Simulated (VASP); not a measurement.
# MnAl15N16 (a cell with a defect) in VASP: a series of runs, part 2 of 2

VASP 6.6.1. The steps go on from the part before.

### Step 4. Relaxation of the atoms, PBEsol+U, collinear spin, zero start (atoms moved at random, drawn with an rms of 0.05 Å)

INCAR reads:

```
SYSTEM = MnAl15N16
PREC = Accurate
ENCUT = 450
EDIFF = 1E-5
ISMEAR = 0
SIGMA = 0.03
LREAL = Auto
LASPH = .TRUE.
NELM = 120
ALGO = Normal
ISIF = 2
LWAVE = .FALSE.
LCHARG = .FALSE.
ISPIN = 2
MAGMOM = 0 0 0 0 0 0 0 0 0 0 0 0 0 0 0 0 0 0 0 0 0 0 0 0 0 0 0 0 0 0 0 0
LORBIT = 11
NUPDOWN = 0
LMAXMIX = 4
LDAU = .TRUE.
LDAUTYPE = 2
LDAUL = 2 -1 -1
LDAUU = 3.5 0 0
LDAUJ = 0 0 0
LDAUPRINT = 1
GGA = PS
IBRION = 2
NSW = 60
EDIFFG = -0.03
ISYM = 0
KPAR = 4
```

KPOINTS reads:

```
regular mesh
0
G
  3 3 2
  0 0 0
```

POSCAR reads:

```
MnAl15N16
1.0
    6.2200008610      0.0000000000      0.0000000000
   -3.1100004305      5.3866787572      0.0000000000
    0.0000000000      0.0000000000      9.9600000000
Mn Al N
1 15 16
Direct
    0.3384190000      0.1744420000      0.0045590000
    0.3341110000      0.1725660000      0.5013820000
    0.3226140000      0.6658720000     -0.0006800000
    0.3337270000      0.6749680000      0.4990290000
    0.8325480000      0.1694070000     -0.0030250000
    0.8297020000      0.1673040000      0.5042070000
    0.8265100000      0.6632340000     -0.0020270000
    0.8351750000      0.6667750000      0.4984150000
    0.1628350000      0.3275810000      0.2467850000
    0.1654720000      0.3246990000      0.7460290000
    0.1646820000      0.8282160000      0.2497300000
    0.1629070000      0.8336120000      0.7475640000
    0.6601980000      0.3280540000      0.2450410000
    0.6692220000      0.3330190000      0.7493750000
    0.6740210000      0.8386570000      0.2565160000
    0.6577360000      0.8294460000      0.7527480000
    0.3286790000      0.1645670000      0.1879600000
    0.3318940000      0.1615230000      0.6904540000
    0.3248550000      0.6661320000      0.1878120000
    0.3324880000      0.6671490000      0.6863990000
    0.8376570000      0.1684400000      0.1942590000
    0.8316300000      0.1613070000      0.6886090000
    0.8314300000      0.6550120000      0.1893730000
    0.8345520000      0.6735990000      0.6936160000
    0.1528360000      0.3214530000      0.4434510000
    0.1661570000      0.3309990000      0.9372660000
    0.1575330000      0.8229800000      0.4388020000
    0.1673370000      0.8371600000      0.9431110000
    0.6760560000      0.3324080000      0.4384000000
    0.6739600000      0.3341010000      0.9366660000
    0.6634430000      0.8238460000      0.4454360000
    0.6617330000      0.8196210000      0.9420960000
```

Started as:

```console
cat potpaw_PBE.64/Mn_pv/POTCAR potpaw_PBE.64/Al/POTCAR potpaw_PBE.64/N/POTCAR > POTCAR
mpirun -np 4 vasp_std > vasp.out
```

It took 47 min on 4 MPI ranks of AMD EPYC 9R14 (Zen 4), shared host; peak memory 0.74 GiB.

Results (log left out):

| Quantity | Value |
| --- | --- |
| Free energy | -248.5756 eV |
| Energy gained by relaxing | 28.1 meV/atom |
| Ionic steps | 12 |
| Largest force after relaxing | 0.028 eV/Å |
| Net moment | 0.00 μB per cell |
| Valence electrons inside the program's atomic spheres | Mn 11.90; Al 0.81, 0.82; N 3.81, 3.84 |

Forces in eV/Å, atoms in the order of the input:
```
Mn  -0.008 -0.019 -0.019
Al  -0.014  0.005 -0.017
Al   0.014  0.000  0.002
Al   0.001 -0.001  0.005
Al   0.003 -0.010 -0.008
Al   0.004  0.005  0.008
Al   0.006 -0.007 -0.003
Al   0.009 -0.001  0.009
Al   0.001  0.022  0.010
Al   0.000 -0.003  0.004
Al   0.005 -0.014  0.003
Al   0.004 -0.023 -0.004
Al  -0.007  0.002  0.005
Al  -0.002  0.007  0.000
Al   0.014  0.022  0.005
Al   0.002  0.005  0.004
N   -0.010 -0.002 -0.019
N    0.000 -0.008  0.005
N    0.014  0.004 -0.001
N    0.015  0.001  0.002
N   -0.010  0.012 -0.001
N   -0.003  0.004 -0.001
N   -0.004  0.003  0.000
N   -0.015  0.008  0.005
N   -0.007 -0.007  0.001
N   -0.003 -0.006 -0.005
N    0.010 -0.002 -0.002
N    0.000 -0.002 -0.001
N   -0.001  0.001  0.011
N   -0.008 -0.008  0.010
N    0.002  0.011  0.001
N   -0.011  0.000 -0.007
```

The path:
| step | energy change (eV) | largest force (eV/Å) | pressure (GPa) |
| --- | --- | --- | --- |
| 1 | 0.0000 | 1.8266 | 1.35 |
| 2 | -0.7215 | 0.8267 | 0.58 |
| 3 | -0.8180 | 0.5721 | 0.49 |
| 4 | -0.8708 | 0.2740 | 0.46 |
| 5 | -0.8709 | 0.2838 | 0.46 |
| 6 | -0.8894 | 0.1310 | 0.46 |
| 7 | -0.8909 | 0.1382 | 0.47 |
| 8 | -0.8967 | 0.1118 | 0.46 |
| 9 | -0.8960 | 0.1049 | 0.47 |
| 10 | -0.8984 | 0.0461 | 0.47 |
| 11 | -0.8985 | 0.0454 | 0.47 |
| 12 | -0.8992 | 0.0282 | 0.46 |

Final structure:
```
Mn Al N
1.0
     6.22000    0.00000    0.00000
    -3.11000    5.38668    0.00000
     0.00000    0.00000    9.96000
Mn Al N
1 15 16
Direct
  0.33236 0.16574 0.99861
  0.33170 0.16464 0.49934
  0.33258 0.66574 0.00056
  0.33116 0.66452 0.49927
  0.83124 0.16379 0.00061
  0.83131 0.16412 0.49919
  0.83122 0.66586 0.00059
  0.83116 0.66452 0.49922
  0.16438 0.33090 0.24937
  0.16473 0.33188 0.74877
  0.16449 0.83107 0.24944
  0.16488 0.83181 0.74887
  0.66543 0.33126 0.24937
  0.66565 0.33173 0.74876
  0.66399 0.83043 0.25003
  0.66470 0.83122 0.74950
  0.33180 0.16466 0.19293
  0.33193 0.16534 0.69074
  0.33095 0.66429 0.19095
  0.33165 0.66520 0.69003
  0.83117 0.16367 0.19097
  0.83136 0.16411 0.68996
  0.83124 0.66452 0.19096
  0.83153 0.66502 0.68997
  0.16478 0.33115 0.44055
  0.16284 0.33418 0.93954
  0.16452 0.83128 0.44058
  0.16290 0.82771 0.93960
  0.66498 0.33113 0.44047
  0.67029 0.33434 0.93944
  0.66428 0.83079 0.44051
  0.66489 0.83157 0.94066
```

Eigenvalues of the final occupation matrices:
```
    site  spin  trace               eigenvalues
site 1 d     1   2.61  0.25 0.25 0.26 0.92 0.92
site 1 d     2   2.61  0.25 0.25 0.25 0.92 0.92
```

Caveat: the k mesh is coarse (spacing up to 0.39 Å⁻¹), so the values aren't converged; the cutoff is under 1.25 times the usual one of these potentials, so pressure, stress and relaxed cells hold a basis-set (Pulay) error; the PAW data sets were made with another functional, which shifts forces and pressure a little; the total moment is fixed, so each spin has its own Fermi level. The state reached can hang on the start; a lower one may exist.

### Step 5. Single point, PBEsol+U, collinear spin, ferromagnetic start

INCAR reads:

```
  PREC = Accurate
  ENCUT = 450
  EDIFF = 1E-5
  ISMEAR = 0
  SIGMA = 0.03
  LREAL = Auto
  LASPH = True
  NELM = 120
  ALGO = Normal
  ISIF = 2
  LWAVE = False
  LCHARG = False
  ISPIN = 2
  MAGMOM = 0.01 0 0 0 0 0 0 0 0 0 0 0 0 0 0 0 0 0 0 0 0 0 0 0 0 0 0 0 0 0 0 0
  LORBIT = 11
  LMAXMIX = 4
  LDAU = True
  LDAUTYPE = 2
  LDAUL = 2 -1 -1
  LDAUU = 3.5 0 0
  LDAUJ = 0 0 0
  LDAUPRINT = 1
  GGA = PS
  ISYM = 0
  KPAR = 4
```

KPOINTS reads:

```
regular mesh
0
Gamma
  3 3 2
```

POSCAR reads:

```
MnAl15N16                               
1.0
    6.2200008610      0.0000000000      0.0000000000
   -3.1100004305      5.3866787572      0.0000000000
    0.0000000000      0.0000000000      9.9600000000
  Mn              Al              N             
     1    15    16
Direct
     0.3323605610640796    0.1657376304538428    0.9986137459812151
     0.3317006740863715    0.1646391030762091    0.4993389629243934
     0.3325760833274854    0.6657433029836585    0.0005551118044468
     0.3311614598242141    0.6645193605303900    0.4992676472995772
     0.8312359001326868    0.1637872939380296    0.0006092801242128
     0.8313148918790857    0.1641205327128363    0.4991885353158664
     0.8312228693092122    0.6658576466726402    0.0005923879371395
     0.8311647687171283    0.6645244046016446    0.4992160374672019
     0.1643846892713616    0.3308972845065974    0.2493738879006645
     0.1647310120675085    0.3318763428119553    0.7487733242302530
     0.1644913849280286    0.8310673741622242    0.2494408308434427
     0.1648813839108717    0.8318065853818989    0.7488679352057411
     0.6654344083125295    0.3312555963906146    0.2493674253413888
     0.6656482875273931    0.3317266400500822    0.7487633149496715
     0.6639887260451351    0.8304343346546894    0.2500300585466231
     0.6646984565973112    0.8312161971975019    0.7494993177343532
     0.3318042887058240    0.1646583352278807    0.1929345249177827
     0.3319255668602097    0.1653383418991734    0.6907428945883607
     0.3309471295651883    0.6642896130062690    0.1909460358815013
     0.3316497885322998    0.6651992181449307    0.6900341197516394
     0.8311732476171396    0.1636653126696555    0.1909738202912589
     0.8313648664896311    0.1641137845131852    0.6899628163633271
     0.8312369801725974    0.6645193399428537    0.1909634030816690
     0.8315331931656688    0.6650228115946583    0.6899664951183565
     0.1647820003287879    0.3311523377094234    0.4405469213841927
     0.1628372158605523    0.3341753389597586    0.9395363332636762
     0.1645153135233680    0.8312755415150365    0.4405754538699038
     0.1628992307672029    0.8277066738837082    0.9395960971811501
     0.6649848736182346    0.3311279747018936    0.4404677900700594
     0.6702940138897716    0.3343366937754556    0.9394416378830959
     0.6642817738642891    0.8307863868048783    0.4405089183916097
     0.6648939600388375    0.8315716655264263    0.9406629343562406
```

Potentials or basis: VASP PAW PBE potentials, release 64 (Mn_pv, Al, N).

Started as:

```console
cat potpaw_PBE.64/Mn_pv/POTCAR potpaw_PBE.64/Al/POTCAR potpaw_PBE.64/N/POTCAR > POTCAR
mpirun -np 4 vasp_std > vasp.out
```

OUTCAR:

```text
PREC = Accurate
   ENCUT = 450
   EDIFF = 1E-5
   ISMEAR = 0
   LREAL = Auto
   LASPH = True
   NELM = 120
   ISIF = 2
   ISPIN = 2
   LORBIT = 11
   GGA = PS
   ISYM = 0

 ion  position               nearest neighbor table
   1  0.332  0.166  0.999-  26 1.91  30 1.91  28 1.91  17 1.94  14 3.07  12 3.07  10 3.07  13 3.08
                             9 3.08  11 3.08   7 3.11   5 3.11   3 3.11   3 3.11   5 3.11   7 3.11
   2  0.332  0.165  0.499-  29 1.89  27 1.89  25 1.89  18 1.91  12 3.06  14 3.07  10 3.07  11 3.07
                             9 3.07  13 3.07   8 3.11   4 3.11   6 3.11   6 3.11   4 3.11   8 3.11
   3  0.333  0.666  0.001-  26 1.89  32 1.89  28 1.89  19 1.90  15 3.06  11 3.06   9 3.07  16 3.07
                            12 3.08  10 3.09   5 3.10   7 3.10   1 3.11   1 3.11   7 3.12   5 3.12
   4  0.331  0.665  0.499-  31 1.89  25 1.89  27 1.89  20 1.90  15 3.06  10 3.06  12 3.07  11 3.07
                             9 3.07  16 3.07   2 3.11   6 3.11   8 3.11   8 3.11   6 3.11   2 3.11
   5  0.831  0.164  0.001-  32 1.89  30 1.89  26 1.89  21 1.90   9 3.06  13 3.06  15 3.07  16 3.08
                            10 3.09  14 3.09   7 3.10   3 3.10   1 3.11   1 3.11   3 3.12   7 3.12
   6  0.831  0.164  0.499-  31 1.89  29 1.89  25 1.89  22 1.90  15 3.06  14 3.07  10 3.07  13 3.07
                             9 3.07  16 3.07   8 3.11   2 3.11   4 3.11   4 3.11   2 3.11   8 3.11
[... 1974 lines left out ...]
  volume of cell :      333.71
      direct lattice vectors                 reciprocal lattice vectors
     6.220000861  0.000000000  0.000000000     0.160771682  0.092821574  0.000000000
    -3.110000430  5.386678757  0.000000000     0.000000000  0.185643148  0.000000000
     0.000000000  0.000000000  9.960000000     0.000000000  0.000000000  0.100401606

 POSITION                                       TOTAL-FORCE (eV/Angst)
 -----------------------------------------------------------------------------------
      1.55184      0.89278      9.94619        -0.007528     -0.021545     -0.017182
      1.55115      0.88686      4.97342        -0.013764      0.005329     -0.018265
     -0.00184      3.58615      0.00553         0.012720     -0.002306      0.002283
     -0.00683      3.57955      4.97271         0.001403     -0.000440      0.004165
      4.66091      0.88227      0.00607         0.003732     -0.007091     -0.008479
      4.66036      0.88406      4.97192         0.003755      0.005296      0.006616
[... 24 lines left out ...]
      1.54809      4.47518      4.38747         0.002231      0.010918      0.000328
      1.54945      4.47941      9.36900        -0.011108      0.000281     -0.006637
 -----------------------------------------------------------------------------------
    total drift:                                0.001695     -0.005731      0.051941

  FREE ENERGIE OF THE ION-ELECTRON SYSTEM (eV)
  ---------------------------------------------------
  free  energy   TOTEN  =      -248.5756788621 eV

  energy  without entropy=     -248.5756788621  energy(sigma->0) =     -248.57567886

 total charge

# of ion       s       p       d       tot
------------------------------------------
    1        0.366   6.351   5.180  11.897
    2        0.369   0.442   0.000   0.811
    3        0.371   0.447   0.000   0.819
    4        0.369   0.444   0.000   0.814
    5        0.371   0.447   0.000   0.819
    6        0.369   0.444   0.000   0.814
[... 24 lines left out ...]
   31        1.223   2.617   0.000   3.840
   32        1.223   2.616   0.000   3.839
--------------------------------------------------
tot         25.511  54.723   5.180  85.415

 magnetization (x)

# of ion       s       p       d       tot
------------------------------------------
    1        0.000  -0.000   0.000   0.000
    2       -0.000  -0.000   0.000  -0.000
    3        0.000   0.000   0.000   0.000
    4       -0.000  -0.000   0.000  -0.000
    5       -0.000  -0.000   0.000  -0.000
    6       -0.000  -0.000   0.000  -0.000
[... 24 lines left out ...]
   31       -0.000   0.000   0.000  -0.000
   32       -0.000  -0.000   0.000  -0.000
--------------------------------------------------
tot         -0.000  -0.000   0.000  -0.000
```

OSZICAR:

```text
N       E                     dE             d eps       ncg     rms          rms(c)
DAV:   1     0.713698172679E+03    0.71370E+03   -0.60956E+04  3600   0.133E+03
[... 31 lines left out ...]
DAV:  33    -0.248576496242E+03    0.18870E-03   -0.62665E-04  3106   0.521E-02    0.151E-01
DAV:  34    -0.248575756048E+03    0.74019E-03   -0.10857E-02  4992   0.188E-01    0.150E-01
DAV:  35    -0.248575476009E+03    0.28004E-03   -0.18230E-02  5084   0.261E-01    0.164E-01
DAV:  36    -0.248575666097E+03   -0.19009E-03   -0.95197E-04  4016   0.786E-02    0.160E-01
DAV:  37    -0.248575678225E+03   -0.12127E-04   -0.34679E-04  3514   0.514E-02    0.134E-01
DAV:  38    -0.248575680468E+03   -0.22431E-05   -0.14104E-04  2684   0.305E-02    0.113E-01
DAV:  39    -0.248575678862E+03    0.16059E-05   -0.15596E-05  1966   0.166E-02
   1 F= -.24857568E+03 E0= -.24857568E+03  d E =-.118648E-26  mag=     0.0000
```

Run time: 9.4 min. Hardware: 4 MPI ranks of AMD EPYC 9R14 (Zen 4), shared host; peak memory 0.7 GiB.

Results:

```
Free energy                                           : -248.5757 eV
Largest force                                         : 0.029 eV/Å
Band gap on the k mesh                                : 1.89 eV, direct
Net moment                                            : 0.00 μB per cell
Valence electrons inside the program's atomic spheres : Mn 11.90; Al 0.81, 0.82; N 3.81, 3.84
```

Forces on the atoms (eV/Å):
```
Mn  -0.008 -0.022 -0.017
Al  -0.014  0.005 -0.018
Al   0.013 -0.002  0.002
Al   0.001  0.000  0.004
Al   0.004 -0.007 -0.008
Al   0.004  0.005  0.007
Al   0.007 -0.008 -0.003
Al   0.009 -0.001  0.008
Al   0.001  0.022  0.012
Al   0.000 -0.002  0.004
Al   0.005 -0.014  0.005
Al   0.004 -0.023 -0.006
Al  -0.007  0.002  0.008
Al  -0.002  0.007 -0.001
Al   0.014  0.022  0.007
Al   0.002  0.005  0.002
N   -0.010 -0.002 -0.019
N    0.000 -0.008  0.009
N    0.013  0.003 -0.005
N    0.014  0.000  0.005
N   -0.010  0.013 -0.005
N   -0.003  0.005  0.003
N   -0.004  0.003 -0.004
N   -0.014  0.008  0.009
N   -0.007 -0.007  0.000
N   -0.010 -0.002 -0.005
N    0.009 -0.001 -0.003
N    0.001 -0.008 -0.001
N   -0.002  0.001  0.010
N   -0.002 -0.004  0.008
N    0.002  0.011  0.000
N   -0.011  0.000 -0.007
```

Levels at points of the mesh, in eV from the valence-band top:
Spin up:
| k point | band 66 | band 67 | band 68 | band 69 | band 70 | band 71 | band 72 | band 73 |
| --- | --- | --- | --- | --- | --- | --- | --- | --- |
| (0.00, 0.00, 0.00) | -1.56 | -1.42 | -0.12 | -0.12 | 2.14 | 2.27 | 2.27 | 2.93 |
| (0.00, 0.00, 0.50) | -1.60 | -1.60 | -0.09 | -0.09 | 2.00 | 2.21 | 2.21 | 3.69 |
Spin down:
| k point | band 65 | band 66 | band 67 | band 68 | band 69 | band 70 | band 71 | band 72 | band 73 | band 74 |
| --- | --- | --- | --- | --- | --- | --- | --- | --- | --- | --- |
| (0.00, 0.00, 0.00) | -1.56 | -1.56 | -1.42 | -0.12 | -0.12 | 2.14 | 2.27 | 2.27 | 2.93 | 3.96 |
| (0.00, 0.00, 0.50) | -1.75 | -1.60 | -1.60 | -0.09 | -0.09 | 2.00 | 2.21 | 2.21 | 3.69 | 3.70 |

Eigenvalues of the final occupation matrices:
```tsv
site	spin	trace	eigenvalues
site 1 d	1	2.61	0.25 0.25 0.26 0.92 0.92
site 1 d	2	2.61	0.25 0.25 0.25 0.92 0.92
```

Caveat: the cutoff is under 1.25 times the usual one of these potentials, so pressure, stress and relaxed cells hold a basis-set (Pulay) error; the PAW data sets were made with another functional, which shifts forces and pressure a little.

### Step 6. Single point, PBEsol+U, collinear spin, zero start

INCAR, as its differences from that of step 5:

```diff
@@ -13,4 +13,5 @@
   ISPIN = 2
-  MAGMOM = 0.01 0 0 0 0 0 0 0 0 0 0 0 0 0 0 0 0 0 0 0 0 0 0 0 0 0 0 0 0 0 0 0
+  MAGMOM = 0 0 0 0 0 0 0 0 0 0 0 0 0 0 0 0 0 0 0 0 0 0 0 0 0 0 0 0 0 0 0 0
   LORBIT = 11
+  NUPDOWN = 0
   LMAXMIX = 4
@@ -19,3 +20,3 @@
   LDAUL = 2 -1 -1
-  LDAUU = 3.5 0 0
+  LDAUU = 5.5 0 0
   LDAUJ = 0 0 0
```

KPOINTS is that of step 5.

POSCAR is that of step 5.

Potentials or basis: VASP PAW PBE potentials, release 64 (Mn_pv, Al, N).

Started as:

```console
cat potpaw_PBE.64/Mn_pv/POTCAR potpaw_PBE.64/Al/POTCAR potpaw_PBE.64/N/POTCAR > POTCAR
mpirun -np 4 vasp_std > vasp.out
```

It took 8.2 min on 4 MPI ranks of AMD EPYC 9R14 (Zen 4), shared host; peak memory 0.69 GiB.

The run converged. Its results:

* Free energy: -247.2041 eV
* Largest force: 0.192 eV/Å
* Net moment: 0.00 μB per cell
* Valence electrons inside the program's atomic spheres: Mn 11.87; Al 0.81, 0.82; N 3.81, 3.84

Forces on the atoms (eV/Å):
```
Mn  -0.010 -0.019 -0.029
Al  -0.014  0.005 -0.021
Al  -0.015 -0.017 -0.034
Al   0.000 -0.002  0.011
Al   0.004  0.023 -0.045
Al   0.004  0.008  0.014
Al   0.036 -0.023 -0.041
Al   0.011 -0.002  0.015
Al  -0.001  0.023  0.043
Al  -0.022  0.010  0.007
Al   0.005 -0.015  0.035
Al   0.003 -0.049 -0.001
Al  -0.006  0.003  0.039
Al   0.020  0.020  0.003
Al   0.014  0.022  0.013
Al   0.002  0.005 -0.003
N   -0.008 -0.003  0.146
N    0.000 -0.008  0.009
N    0.017  0.006 -0.002
N    0.016  0.001 -0.001
N   -0.010  0.009 -0.003
N   -0.003  0.003 -0.003
N   -0.007  0.005 -0.002
N   -0.016  0.008  0.003
N   -0.009 -0.006 -0.005
N   -0.160  0.084 -0.054
N    0.009 -0.004 -0.008
N   -0.003 -0.186 -0.048
N    0.001  0.002  0.005
N    0.149  0.086 -0.038
N    0.003  0.011 -0.008
N   -0.010  0.000  0.003
```

Eigenvalues of the final occupation matrices:
```tsv
site	spin	trace	eigenvalues
site 1 d	1	2.58	0.24 0.24 0.24 0.93 0.94
site 1 d	2	2.58	0.24 0.24 0.24 0.93 0.94
```

Caveat: the k mesh is coarse (spacing up to 0.39 Å⁻¹), so the values aren't converged; the cutoff is under 1.25 times the usual one of these potentials, so pressure, stress and relaxed cells hold a basis-set (Pulay) error; the PAW data sets were made with another functional, which shifts forces and pressure a little; the total moment is fixed, so each spin has its own Fermi level.

### Step 7. Overview

| task | spin | U | fixed moment (μB) | cell | k mesh | mesh quality | moment (μB) | largest force (eV/Å) |
| --- | --- | --- | --- | --- | --- | --- | --- | --- |
| single point | collinear, ferromagnetic start | Mn d U = 3.5 eV | 4 | as given | 4 × 4 × 2 | not flagged | 4.00 | 0.13 |
| single point | collinear, ferromagnetic start | Mn d U = 3.5 eV | 2 | as given | 3 × 3 × 2 | coarse | 2.00 | 0.40 |
| relaxation of the atoms | collinear, zero start | Mn d U = 3.5 eV | 0 | atoms relaxed from: atoms moved at random, drawn with an rms of 0.05 Å | 3 × 3 × 2 | coarse | 0.00 | 0.03 |
| single point | collinear, ferromagnetic start | Mn d U = 3.5 eV | - | as given | 3 × 3 × 2 | not flagged | 0.00 | 0.03 |
| single point | collinear, zero start | Mn d U = 5.5 eV | 0 | as given | 3 × 3 × 2 | coarse | 0.00 | 0.19 |

Alike in all rows: level PBEsol+U; potentials or basis VASP PAW PBE potentials, release 64 (Mn_pv, Al, N); cutoff (eV) 450; smearing gaussian 0.03 eV.

Caveats: some runs use coarse meshes; the cutoff is under 1.25 times the usual one of these potentials, so pressure, stress and relaxed cells hold a basis-set (Pulay) error; the PAW data sets were made with another functional, which shifts forces and pressure a little; the total moment is fixed, so each spin has its own Fermi level (some runs).

Absolute energies hang on the potentials; compare differences alone.
